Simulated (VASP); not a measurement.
Level of theory: PBE GGA, VASP's PBE PAW potentials (set 64) (plane waves; VASP).

VASP ran on this input.

**INCAR**
```
SYSTEM = Zn16C
PREC = Normal; ENCUT = 400; LREAL = .False.
LASPH = .True.
EDIFF = 1E-6; NELM = 100; NELMIN = 4
ALGO = Normal; LMAXMIX = 4
ISMEAR = 1; SIGMA = 0.1
GGA = PE
LWAVE = .False.; LCHARG = .False.; LORBIT = 11
LVHAR = .True.
DIPOL = 0.5 0.5 0.5
LDIPOL = .True.; IDIPOL = 3
```

KPOINTS:
```
Automatic mesh
0
Gamma
6 6 1
0 0 0
```

File POSCAR:
```
Zn16C
1
    5.3549079946     0.0000000000     0.0000000000
    2.6774534940     4.6374863440     0.0000000000
    0.0000000000     0.0000000000    21.0581613024
Zn C
16 1
Direct
  0.8302568089   0.3356390377   0.3255270284
  0.3341031534   0.3356390377   0.3255270284
  0.8337223260   0.8325543481   0.3255790785
  0.3349094290   0.8301801419   0.3245857309
  0.9967024640   0.0002364885   0.4424884347
  0.5030610475   0.0002364885   0.4424884347
  0.9984149328   0.5031701345   0.4428762700
  0.5018951225   0.4962097551   0.4430776754
  0.8311871401   0.3363954361   0.5571505619
  0.3324164239   0.3363954361   0.5571505619
  0.8341673124   0.8316643752   0.5596255666
  0.3341262970   0.8317464061   0.5566023677
  0.9663323558   0.9988981967   0.6778156910
  0.5347694474   0.9988981967   0.6778156910
  0.0044011819   0.4911976361   0.6758493496
  0.4945606987   0.5108786027   0.6762270549
  0.2516378588   0.9967242824   0.7322034743
```

POTCAR, in this order: Zn C (PBE.64 set). Program: vasp_std. Read from the step before: WAVECAR.

The run wrote:

File OSZICAR:
```
       N       E                     dE             d eps       ncg     rms          rms(c)
DAV:   1    -0.216170192944E+02   -0.21617E+02   -0.27386E-03  4974   0.127E+00    0.103E-01
DAV:   2    -0.216257988232E+02   -0.87795E-02   -0.46657E-02  5006   0.482E+00    0.398E-01
DAV:   3    -0.216160982440E+02    0.97006E-02   -0.26460E-02  5129   0.337E+00    0.112E-02
DAV:   4    -0.216161297275E+02   -0.31484E-04   -0.63537E-05  3352   0.130E-01    0.400E-03
DAV:   5    -0.216161325944E+02   -0.28669E-05   -0.20574E-05  3295   0.252E-02    0.208E-03
DAV:   6    -0.216161326678E+02   -0.73356E-07   -0.38673E-07  1912   0.988E-03
   1 F= -.21616133E+02 E0= -.21615533E+02  d E =-.179893E-02
```

OUTCAR:
```
------------------------ aborting loop because EDIFF is reached ----------------------------------------
  FORCE on cell =-STRESS in cart. coord.  units (eV):
  Direction    XX          YY          ZZ          XY          YZ          ZX
  --------------------------------------------------------------------------------------
  Total        2.1766280     -9.4830448      0.7220989      0.0000010     -0.2074124      0.0000000
  in kB        6.6686771    -29.0538226      2.2123414      0.0000032     -0.6354628      0.0000001
  external PRESSURE =      -6.7242680 kB  Pullay stress =       0.0000000 kB
  volume of cell :      522.94
      direct lattice vectors                 reciprocal lattice vectors
     5.354907995  0.000000000  0.000000000     0.186744572 -0.107817009  0.000000000
     2.677453494  4.637486344  0.000000000     0.000000000  0.215634058  0.000000000
     0.000000000  0.000000000 21.058161302     0.000000000  0.000000000  0.047487527
 POSITION                                       TOTAL-FORCE (eV/Angst)
 -----------------------------------------------------------------------------------
      5.34461      1.55652      6.85500         0.080403     -0.042797     -0.039344
      2.68775      1.55652      6.85500        -0.080403     -0.042797     -0.039344
      6.69363      3.86096      6.85610        -0.000000      0.000695     -0.057338
      4.01618      3.84995      6.83518        -0.000000      0.095526     -0.054329
      5.33788      0.00110      9.31799         0.129231     -0.013189     -0.061844
      2.69448      0.00110      9.31799        -0.129231     -0.013189     -0.061844
      6.69363      2.33344      9.32616         0.000000     -0.047505     -0.054538
      4.01618      2.30117      9.33040        -0.000000      0.062270     -0.054248
      5.35161      1.56003     11.73257         0.036241     -0.037379      0.041218
      2.68074      1.56003     11.73257        -0.036241     -0.037379      0.041218
      6.69363      3.85683     11.78469        -0.000000      0.023731      0.052299
      4.01618      3.85721     11.72102        -0.000000      0.095255      0.102410
      7.84912      4.63238     14.27355         0.383328      0.042938      0.063355
      5.53814      4.63238     14.27355        -0.383328      0.042938      0.063355
      1.33873      2.27792     14.23214         0.000000     -0.631842      0.121015
      4.01618      2.36919     14.24010        -0.000000      0.568102      0.179319
      4.01618      4.62230     15.41886         0.000000     -0.065380     -0.241358
 -----------------------------------------------------------------------------------
    total drift:                                0.002467      0.001363      0.045936
  FREE ENERGIE OF THE ION-ELECTRON SYSTEM (eV)
  ---------------------------------------------------
  free  energy   TOTEN  =       -21.6161326678 eV

  energy  without entropy=      -21.6143337341  energy(sigma->0) =      -21.61553302

 total charge

# of ion       s       p       d       tot
------------------------------------------
    1        0.603   0.398   9.715  10.715
    2        0.603   0.398   9.715  10.715
    3        0.603   0.399   9.715  10.717
    4        0.604   0.392   9.716  10.712
    5        0.599   0.438   9.720  10.757
    6        0.599   0.438   9.720  10.757
    7        0.594   0.447   9.717  10.758
    8        0.595   0.451   9.716  10.763
    9        0.593   0.445   9.718  10.756
   10        0.593   0.445   9.718  10.756
   11        0.591   0.446   9.721  10.757
   12        0.597   0.431   9.720  10.748
   13        0.656   0.570   9.726  10.952
   14        0.656   0.570   9.726  10.952
   15        0.590   0.373   9.730  10.693
   16        0.604   0.370   9.727  10.700
   17        0.966   1.234   0.000   2.200
--------------------------------------------------
tot         10.646   8.243 155.519 174.409
```
(Selected blocks of OUTCAR.)

The run did not end as a converged relaxation.  At this cut-off the stress carries a Pulay error, which pulls relaxed volumes low.

The cell is a thin slab with vacuum, built from Zn (hcp): (001) face, C adsorbed.
